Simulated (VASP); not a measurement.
Output of a VASP run:

OSZICAR:
```
       N       E                     dE             d eps       ncg     rms          rms(c)
DAV:   1    -0.170257891998E+01   -0.17026E+01   -0.57223E+03  1176   0.115E+03
DAV:   2    -0.218311593233E+02   -0.20129E+02   -0.19383E+02  1816   0.124E+02
DAV:   3    -0.219543906514E+02   -0.12323E+00   -0.12323E+00  1256   0.124E+01
DAV:   4    -0.219545586623E+02   -0.16801E-03   -0.16801E-03  1616   0.472E-01
DAV:   5    -0.219545587320E+02   -0.69606E-07   -0.69605E-07  1272   0.602E-03    0.512E+00
DAV:   6    -0.194597706185E+02    0.24948E+01   -0.33949E-01  1392   0.658E+00    0.420E+00
DAV:   7    -0.223586297046E+02   -0.28989E+01   -0.13724E+00  1360   0.893E+00    0.989E-01
DAV:   8    -0.194907034107E+02    0.28679E+01   -0.41497E-01  1264   0.578E+00    0.109E+00
DAV:   9    -0.196507366725E+02   -0.16003E+00   -0.26625E-02  1312   0.223E+00    0.187E-01
DAV:  10    -0.196620580806E+02   -0.11321E-01   -0.78753E-03  1480   0.103E+00    0.176E-01
DAV:  11    -0.196614211641E+02    0.63692E-03   -0.13114E-04  1160   0.131E-01    0.142E-01
DAV:  12    -0.196640745922E+02   -0.26534E-02   -0.62270E-04  1152   0.337E-01    0.224E-02
DAV:  13    -0.196641129509E+02   -0.38359E-04   -0.13016E-05  1640   0.519E-02    0.164E-02
DAV:  14    -0.196641149744E+02   -0.20235E-05   -0.12924E-06  1152   0.146E-02    0.241E-02
DAV:  15    -0.196641141805E+02    0.79391E-06   -0.13451E-06  1352   0.139E-02    0.303E-03
DAV:  16    -0.196641145909E+02   -0.41037E-06   -0.85849E-08  1024   0.342E-03    0.362E-04
DAV:  17    -0.196641147052E+02   -0.11425E-06   -0.65895E-09   576   0.128E-03    0.265E-04
DAV:  18    -0.196641147483E+02   -0.43164E-07   -0.46771E-09   576   0.877E-04
   1 F= -.19664115E+02 E0= -.19664115E+02  d E =-.170013E-17
```

### OUTCAR
```
------------------------ aborting loop because EDIFF is reached ----------------------------------------
  FORCE on cell =-STRESS in cart. coord.  units (eV):
  Direction    XX          YY          ZZ          XY          YZ          ZX
  --------------------------------------------------------------------------------------
  Total       -0.0534207     -0.0534207     -0.0534207      0.0000000      0.0000000      0.0000000
  in kB       -7.5677066     -7.5677066     -7.5677066      0.0000000      0.0000000      0.0000000
  external PRESSURE =      -7.5677066 kB  Pullay stress =       0.0000000 kB
  volume of cell :       11.31
      direct lattice vectors                 reciprocal lattice vectors
     0.000000000  1.781593535  1.781593535    -0.280647628  0.280647628  0.280647628
     1.781593535  0.000000000  1.781593535     0.280647628 -0.280647628  0.280647628
     1.781593535  1.781593535  0.000000000     0.280647628  0.280647628 -0.280647628
 POSITION                                       TOTAL-FORCE (eV/Angst)
 -----------------------------------------------------------------------------------
      0.00000      0.00000      0.00000        -0.000000     -0.000000     -0.000000
      0.89080      0.89080      0.89080         0.000000      0.000000      0.000000
 -----------------------------------------------------------------------------------
    total drift:                                0.000000      0.000000      0.000000
  FREE ENERGIE OF THE ION-ELECTRON SYSTEM (eV)
  ---------------------------------------------------
  free  energy   TOTEN  =       -19.6641147483 eV

  energy  without entropy=      -19.6641147483  energy(sigma->0) =      -19.66411475
```
(Selected blocks of OUTCAR.)

POSCAR:
```
C
1
    0.0000000000     1.7815935352     1.7815935352
    1.7815935352     0.0000000000     1.7815935352
    1.7815935352     1.7815935352    -0.0000000000
C
2
Direct
  0.0000000000   0.0000000000   0.0000000000
  0.2500000000   0.2500000000   0.2500000000
```

Problem. Write an INCAR and KPOINTS that could have produced this output.

Solution. This is not unique; one that fits is the input of the run itself, r2SCAN meta-GGA, plane waves, VASP's PBE PAW potentials (set 64).

KPOINTS:
```
Regular mesh
0
G
12 12 12
```

**INCAR**
```
LWAVE=.FALSE.
ENCUT=600   ! plane-wave cut-off (eV)
SYSTEM=C
ALGO=Normal   ! blocked Davidson
LCHARG=.FALSE.
NELM=100   ! most electronic steps
SIGMA=0.05
LASPH=.TRUE.   ! aspherical one-centre terms
ISMEAR=0   ! Gaussian
EDIFF=1E-7
LREAL=.FALSE.   ! projection in real space or not
PREC=Accurate
ISIF=2   ! forces and stress, cell fixed
LMIXTAU=.TRUE.
METAGGA=R2SCAN
```

POTCAR, in this order: C (PBE.64 set). Program: vasp_std.

The compound is C in the diamond structure. It was relaxed first.
